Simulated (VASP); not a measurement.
Runs of VASP 6.6.1 on CsLi2. It takes space group P-6m2 (No. 187, hexagonal). The conventional cell has a = 3.966 Å, b = 3.966 Å, c = 10.028 Å, α = 90.00°, β = 90.00°, γ = 120.00°. Cs (site symmetry -6m2) has 6 Cs at 3.97 Å and 6 Li at 4.18 Å as nearest neighbours. Li (site symmetry 3m) has 1 Li at 3.04 Å as nearest neighbours. The cell was built by a generator and needn't be a form met in nature.

```csv
potentials or basis,gap on the mesh (eV),pressure (GPa),relaxed volume (Å³/atom),largest force (eV/Å)
"VASP PAW PBE potentials, release 64 (Cs_sv, Li_sv)",none,0.0,(a),0.01
"VASP PAW PBE potentials, release 64 (Cs_sv, Li)",none,0.0,45.46,0.01
"VASP PAW PBE potentials, release 54 (Cs_sv, Li_sv)",none,0.0,45.18,0.01
"VASP PAW PBE potentials, release 64 (Cs_sv_GW, Li_sv_GW)",none,0.0,45.26,0.01
```

Alike in all rows: task relaxation of cell and atoms; level PBE; no spin polarisation; cell relaxed; k mesh 8 × 8 × 3; cutoff (eV) 600; smearing fermi-dirac 0.05 eV.

Task: Fill in the values left out.

Result: (a) 45.16.

Caveats: the cutoff is under 1.25 times the usual one of these potentials, so pressure, stress and relaxed cells hold a basis-set (Pulay) error (some runs).

A k mesh can miss the band edges, and the runs leave out spin-orbit coupling on Cs.

A gap of «none» marks a metal or a gap under the smearing width.

The runs don't all hold the same shells in valence.
